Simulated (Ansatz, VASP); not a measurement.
# Cross-check of LaBPd3 between VASP and Ansatz, part 2 of 2

One calculation is typed for both programs; each brings its own data sets. How far apart do they land? The cell is taken from a series of runs on this material, whose earlier steps may have relaxed, scaled, displaced or heated it; both programs get it as it stands.

VASP 6.6.1 and Ansatz 0.2.0.

So far: The structure; VASP: relaxation of cell and atoms, PBEsol.

## 3. Ansatz: relaxation of cell and atoms, PBEsol

Level of this step: Ansatz beside VASP: Kohn-Sham DFT, plane waves, PBEsol (Ansatz).

Ansatz runs on its PAW soft_1 files.

The same cell, functional, mesh and smearing now go to Ansatz, which takes its cutoff from its data sets.

input.yaml

```yaml
crystal:
  lattice:
    - [4.3478863627, 0.0, 0.0]
    - [0.0, 4.3478863627, 0.0]
    - [0.0, 0.0, 8.6957727253]
  atoms:
    - { symbol: La, position: [-0.036470787, -0.036470787, 0.5] }
    - { symbol: La, position: [0.036470787, 0.036470787, 0.0] }
    - { symbol: B, position: [0.5, 0.5, 0.25] }
    - { symbol: B, position: [0.5, 0.5, 0.75] }
    - { symbol: Pd, position: [0.0, 0.5, 0.25] }
    - { symbol: Pd, position: [0.0, 0.5, 0.75] }
    - { symbol: Pd, position: [0.5, 0.0, 0.25] }
    - { symbol: Pd, position: [0.5, 0.0, 0.75] }
    - { symbol: Pd, position: [0.4268154627, 0.4268154627, 0.5] }
    - { symbol: Pd, position: [0.5731845373, 0.5731845373, 0.0] }
kpoints:
  mp_grid: { grid: [8, 8, 4] }
hamiltonian:
  xc: pbesol
  pseudopotentials: { kind: paw, azcp: { folder: soft_1 }, xc_functional: pbe }
scf:
  occupations: { method: methfessel_paxton, width: 0.2 }
output:
  forces: true
  stress: true
  eigenvalues: true
relax:
  adjacent_minimum: "off"
  f_tol: 0.002
  max_steps: 120
  cell: { stress_tol: 0.03 }
```

Launch:

```bash
$ ansatz run input.yaml --threads 4 --pin off --max-ram 10240MiB --backend cpu --events-out ev --progress --plain --runs-dir out
```

Numbers of over 12 decimals in the logs are rounded to 6 here.

What it wrote:

```text
Engine: ansatz 0.2.0, aarch64-unknown-linux-gnu
Pseudopotentials: kind: paw
Pseudopotential: La, paw, valence charge 11, recommended cutoff 420 eV (normal), soft_1/La.paw.azcp
Pseudopotential: B, paw, valence charge 3, recommended cutoff 420 eV (normal), soft_1/B.paw.azcp
Pseudopotential: Pd, paw, valence charge 18, recommended cutoff 420 eV (normal), soft_1/Pd.paw.azcp
Functional definition: PBEsol
  exchange = pbesol_x
  correlation = pbesol_c
Crystal: 10 atoms, lattice volume = 164.386 Å³
Basis set: ecut = 420 eV, 3197 PW (Γ), exchange–correlation on 60×60×120 points (8 copies of the dense FFT grid, shifted against one another)
Bands: 82, of which v1, the nominal top of the filled ones, is band 68 counted from 1 (67 counted from 0)
Symmetry: 8 space group operations
Space group: Cmcm (ITA 63), of the structure as read, at distance tolerance 5.5e-5 Å
k-points: 63 of 256
Non-local potential: La, projectors of the file, l = 0: 3, l = 1: 2, l = 2: 2, l = 3: 3
Non-local potential: B, projectors of the file, l = 0: 2, l = 1: 2, l = 2: 1
Non-local potential: Pd, projectors of the file, l = 0: 2, l = 1: 2, l = 2: 2, l = 3: 1
PAW form: soft (Blöchl's): semilocal exchange-correlation on the pseudo side does not see the compensation charge
PAW frozen core: La, regenerated for the run's functional, and the local potential with it (the file was generated under x = pbe(κ = 0.804, μ = 0.219515), c = pbe(β = 0.066725))
PAW frozen core: B, regenerated for the run's functional, and the local potential with it (the file was generated under x = pbe(κ = 0.804, μ = 0.219515), c = pbe(β = 0.066725))
PAW frozen core: Pd, regenerated for the run's functional, and the local potential with it (the file was generated under x = pbe(κ = 0.804, μ = 0.219515), c = pbe(β = 0.066725))
PAW one-centre angular grid: La, 590 points (default); XC on 64 Gauss nodes
PAW one-centre angular grid: B, 110 points (default); XC on 64 Gauss nodes
PAW one-centre angular grid: Pd, 590 points (default); XC on 64 Gauss nodes
Initial density: superposition of atomic densities (chi_scale 0.1, normalization cell, long waves kept (reshape's long-wave potential 0.00 eV rms))
Initial wavefunctions: pseudopotential atomic-orbital guess
Functional: x = pbesol(κ = 0.804, μ = 0.123457), c = pbesol(β = 0.046)
SCF iter   1: F=—  HF=-54159.645628 eV  |F-HF|=—  |Δ(HF+E_count)|=         —  Δρ=1.10e0  dr2=3.44e3  ethr=3.10e-3  ⟨swp⟩=4.2  Hψ=14933  notcnv=0
preconditioner: auto → Kerker (q_TF=auto, 2.643 Å⁻¹)  [metal: Δε(μ)=0.004 eV  Ē_g=5.430 eV  σ=0.200 eV  W_gap=0.02  n_scr=54 (ndim 8)  ℏωp=26.5 eV  f_vac=0.000  D(μ)=19.95/eV (n_scr^D=296)]
SCF iter   2: F=—  HF=-54078.050590 eV  |F-HF|=—  |Δ(HF+E_count)|=    8.16e1  S|Δr|=    0.00e0  Δρ=1.62e-1  dr2=7.64e1  ethr=3.10e-3  ⟨swp⟩=5.6  Hψ=33143  notcnv=0
automatic band count: the SCF goes on with 96 bands, as 82 were too few: the levels above may hold too much charge
SCF iter   3: F=—  HF=-54075.977963 eV  |F-HF|=—  |Δ(HF+E_count)|=    2.07e0  S|Δr|=    0.00e0  Δρ=8.15e-2  dr2=1.87e1  ethr=3.10e-3  ⟨swp⟩=2.0  Hψ=7257  notcnv=0  defer=104
SCF iter   4: F=—  HF=-54075.207133 eV  |F-HF|=—  |Δ(HF+E_count)|=   7.71e-1  S|Δr|=    0.00e0  Δρ=4.83e-2  dr2=5.80e0  ethr=3.10e-3  ⟨swp⟩=2.0  Hψ=6537  notcnv=0  defer=104
SCF iter   5: F=—  HF=-54074.927979 eV  |F-HF|=—  |Δ(HF+E_count)|=   2.79e-1  S|Δr|=    0.00e0  Δρ=3.83e-2  dr2=3.62e0  ethr=3.10e-3  ⟨swp⟩=2.1  Hψ=7161  notcnv=0  defer=289
SCF iter   6: F=—  HF=-54074.498504 eV  |F-HF|=—  |Δ(HF+E_count)|=   4.29e-1  S|Δr|=    0.00e0  Δρ=2.14e-2  dr2=1.09e0  ethr=2.66e-3  ⟨swp⟩=2.0  Hψ=6858  notcnv=0  defer=290
SCF iter   7: F=—  HF=-54074.309024 eV  |F-HF|=—  |Δ(HF+E_count)|=   1.89e-1  S|Δr|=    0.00e0  Δρ=1.20e-2  dr2=3.67e-1  ethr=8.04e-4  ⟨swp⟩=2.0  Hψ=7094  notcnv=0  defer=361
SCF iter   8: F=—  HF=-54074.233576 eV  |F-HF|=—  |Δ(HF+E_count)|=   7.54e-2  S|Δr|=    0.00e0  Δρ=6.41e-3  dr2=1.06e-1  ethr=2.70e-4  ⟨swp⟩=2.1  Hψ=6896  notcnv=0  defer=443
SCF iter   9: F=—  HF=-54074.203176 eV  |F-HF|=—  |Δ(HF+E_count)|=   3.04e-2  S|Δr|=    0.00e0  Δρ=1.96e-3  dr2=9.87e-3  ethr=7.83e-5  ⟨swp⟩=2.1  Hψ=9688  notcnv=0  defer=471
SCF iter  10: F=—  HF=-54074.200052 eV  |F-HF|=—  |Δ(HF+E_count)|=   3.12e-3  S|Δr|=    0.00e0  Δρ=4.13e-4  dr2=4.40e-4  ethr=7.26e-6  ⟨swp⟩=2.0  Hψ=9417  notcnv=0  defer=506
SCF iter  11: F=—  HF=-54074.199912 eV  |F-HF|=—  |Δ(HF+E_count)|=   1.41e-4  S|Δr|=    0.00e0  Δρ=4.81e-5  dr2=4.98e-6  ethr=3.24e-7  ⟨swp⟩=2.0  Hψ=8244  notcnv=0  defer=510
SCF iter  12: F=—  HF=-54074.199991 eV  |F-HF|=—  |Δ(HF+E_count)|=   7.91e-5  S|Δr|=    0.00e0  Δρ=1.24e-5  dr2=4.56e-7  ethr=3.66e-9  ⟨swp⟩=2.0  Hψ=8836  notcnv=0  defer=511
SCF iter  13: F=—  HF=-54074.199991 eV  |F-HF|=—  |Δ(HF+E_count)|=   8.17e-8  S|Δr|=    0.00e0  Δρ=8.44e-6  dr2=2.02e-7  ethr=7.35e-11  ⟨swp⟩=10.2  Hψ=27477  notcnv=0
[...]
preconditioner: auto → Kerker (q_TF=auto, 2.643 Å⁻¹)  [metal: Δε(μ)=0.018 eV  Ē_g=8.240 eV  σ=0.200 eV  W_gap=0.08  n_scr=42 (ndim 8)  ℏωp=26.5 eV  f_vac=0.000  D(μ)=5.17/eV (n_scr^D=42)]
SCF iter   2: F=—  HF=-54074.477437 eV  |F-HF|=—  |Δ(HF+E_count)|=   7.87e-5  S|Δr|=    0.00e0  Δρ=9.76e-6  dr2=3.81e-8  ethr=5.76e-11  ⟨swp⟩=3.0  Hψ=11444  notcnv=0
SCF iter   3: F=—  HF=-54074.477437 eV  |F-HF|=—  |Δ(HF+E_count)|=   1.25e-7  S|Δr|=    0.00e0  Δρ=1.56e-6  dr2=5.14e-9  ethr=2.80e-11  ⟨swp⟩=1.5  Hψ=6295  notcnv=0
SCF iter   4: F=—  HF=-54074.477437 eV  |F-HF|=—  |Δ(HF+E_count)|=   1.35e-9  S|Δr|=    0.00e0  Δρ=1.12e-6  dr2=7.14e-10  ethr=3.78e-12  ⟨swp⟩=2.3  Hψ=8062  notcnv=0
SCF iter   5: F=—  HF=-54074.477437 eV  |F-HF|=—  |Δ(HF+E_count)|=   1.40e-9  S|Δr|=    0.00e0  Δρ=1.60e-7  dr2=3.63e-11  ethr=1.00e-12  ⟨swp⟩=2.4  Hψ=8637  notcnv=0
SCF iter   6: F=-54074.477437 eV  HF=-54074.477437 eV  |F-HF|=0.00e0  |Δ(HF+E_count)|=  7.28e-12  S|Δr|=    0.00e0  Δρ=3.87e-8  dr2=2.91e-12  ethr=1.00e-12  ⟨swp⟩=4.5  Hψ=18514  notcnv=0
SCF 12 converged in 6 iterations: F = -54074.477437 eV  dr2 = 2.91e-12
relax step  12: F+E_penalty+E_count = -54074.47743732 eV  Δ(F+E_penalty+E_count) = -2.995e-5 eV  max|allowed force component| = 7.717e-4 eV/Å  Δτ_max = 0.0000 Å  P = +0.009 GPa  Ω = 164.733 Å³  stress off target by 2.23e-2 GPa  SCF on the basis re-selected at this cell (its energy is not comparable with the rows above)  (6 SCF iters)
basis re-selected at this cell: Δ(F+E_penalty+E_count) = -2.995e-5 eV, ΔP = -0.000 GPa vs the last step (what re-selecting the basis moved, of the pressure what is left beyond the Pulay correction that the steps carried, after the strain that the cell walked since its last selection, with what the two solves' SCF thresholds leave and, on support functions, any second-order correction that the steps lacked; it is no m [...]
SCF converged after 6 iterations
Stability not checked: this state was not tested for a lower state beside it, because cold or Methfessel-Paxton smearing, or corrected tetrahedra, fill the levels in a way that the test cannot read (fill_not_monotonic; see scf.lower_state_search)
Free energy (F): -54074.477437 eV
Harris-Foulkes:  -54074.477437 eV  (|F-HF|=0.00e0)
Internal energy: -54074.468450 eV  (E = F + TS)
E sigma→0 (E₀):  -54074.475191 eV
Entropy (-TS):   -0.008987 eV (-0.899 meV/atom)
Fermi energy:    16.865478 eV
--- Per-component energies (eV) ---
  E_band       = -1155.713025
  E_kinetic    = 3167.499643
  E_local      = -14685.188813  (includes V_loc(G=0)·N_el)
  E_nonlocal   = 2424.447784
  E_hartree    = 6037.838999
  E_xc         = -1180.328720
  E_vxc        = -1421.926827  (∫ρ·V_xc dr)
  E_paw        = -33279.412314  (= ΣΔE_a)
  E_vpaw       = -2716.224158  (= ΣTr[D̂ρ^β])
  E_aug_tail   = 0.001332  (compensation charges beyond the density's cutoff)
  E_ewald      = -16561.509005
  E_core_change = 2.182645  (= ΣΔE_core)
  E_smearing   = -0.008987  (= −TS)
  E_closure    = -0.000000  (closes the sum)
  Σ components = -54074.477437   (vs F -54074.477437, Δ=0.00e0)
--- Forces (eV/Å), atoms counted from 1 ---
  atom   1  La    -0.00077168    -0.00077168     0.00000000
  atom   2  La     0.00077168     0.00077168    -0.00000000
  atom   3  B     -0.00000000    -0.00000000    -0.00000000
  atom   4  B     -0.00000000    -0.00000000    -0.00000000
  atom   5  Pd    -0.00000000    -0.00000000     0.00000000
  atom   6  Pd    -0.00000000    -0.00000000     0.00000000
  atom   7  Pd     0.00000000    -0.00000000    -0.00000000
  atom   8  Pd    -0.00000000    -0.00000000    -0.00000000
  atom   9  Pd     0.00065985     0.00065985     0.00000000
  atom  10  Pd    -0.00065985    -0.00065985    -0.00000000
  max |Σ_I F_I| component: 3.47e-18 eV/Å
--- Stress (GPa, compression-positive) ---
        0.009750       0.012579       0.000000
        0.012579       0.009750      -0.000000
        0.000000      -0.000000       0.006170
  P = ⅓ Tr σ = 0.0086 GPa (0.086 kbar)
--- Band table (eV; the first three rows and the last of 63) ---
  k-point 0: bands = [... 64 lower, 15.3697, 15.4159, 15.7267, 15.7273, 16.7867, 17.1077, 18.1675, 18.3906, ... 24 higher]
  k-point 1: bands = [... 64 lower, 15.0701, 15.4222, 16.0941, 16.2031, 16.7754, 16.8501, 18.2288, 18.4728, ... 24 higher]
  k-point 2: bands = [... 64 lower, 15.0623, 15.0623, 16.5209, 16.5209, 16.6221, 16.6221, 18.3622, 18.3622, ... 24 higher]
  k-point 62: bands = [... 64 lower, 15.4470, 15.4470, 16.8427, 16.8427, 17.5583, 17.5583, 17.6341, 17.6341, ... 24 higher]
--- Relaxed structure (10 steps of the walk, 9 accepted, 2 SCFs on fresh bases) ---
  F+E_penalty+E_count = -54074.47743732 eV   max|allowed force component| = 7.717e-4 eV/Å   (the final SCF, on the basis selected at the relaxed cell)
  cell:  # Å, volume = 164.7330 Å³
    - [4.422027, 0.361019, 0.0]
    - [0.361019, 4.422027, 0.0]
    - [0.0, 0.0, 8.480906]
  atoms:
    - { symbol: La, position: [-0.024836, -0.024836, 0.500000] }
    - { symbol: La, position: [0.024836, 0.024836, 0] }
    - { symbol: B, position: [0.500000, 0.500000, 0.250000] }
    - { symbol: B, position: [0.500000, 0.500000, 0.75] }
    - { symbol: Pd, position: [0.0, 0.500000, 0.250000] }
    - { symbol: Pd, position: [0.0, 0.500000, 0.75] }
    - { symbol: Pd, position: [0.500000, 0.0, 0.250000] }
    - { symbol: Pd, position: [0.500000, 0.0, 0.75] }
    - { symbol: Pd, position: [0.427420, 0.427420, 0.500000] }
    - { symbol: Pd, position: [0.572580, 0.572580, 0] }
```

## 4. Comparison

Known differences besides the potentials themselves: the data sets hold 136 valence electrons in Ansatz (on its PAW soft_1 files) and 88 in VASP; the cutoff is 420 eV in Ansatz and 500 eV in VASP; Ansatz makes its cores anew for this functional, VASP keeps those of its PBE data sets; Ansatz adds a Pulay correction to the stress that steers its cell, VASP none. Total energies have different zeros and are not compared.

The two programs side by side:

```
                                         quantity  Ansatz    VASP  difference
                                      volume (Å³)  164.73  164.67     +0.04 %
edge a after relaxation, in the typed setting (Å)   4.437   4.436     +0.00 %
edge c after relaxation, in the typed setting (Å)   8.481   8.479     +0.02 %
```

## 5. Results

```json
{
 "difference in volume (relaxation of cell and atoms, PBEsol)": "0.040 %"
}
```

**Reading.** The difference in volume is 0.040 % (relaxation of cell and atoms, PBEsol), within the 1.2 % picked in this series as the mark of a large difference, as far as the stopping tolerances let one tell. The data sets hold unlike numbers of valence electrons (136 in Ansatz and 88 in VASP), so part of the differences comes from the potentials. How closely two codes agree says nothing of how well the functional describes the real material.

[Lines on the potential files, build, host, timing and source positions are cut from VASP's logs without a mark.]

[Logs are printed without paths, hosts, clocks, repeated set-up lines and the standing remarks that a program may print on its own settings, such as how far it seeks lower states.]

[Hosts, paths, dates, database ids (printed as entryN), source tags and the programs' standing remarks are cut or masked in the printed files.]
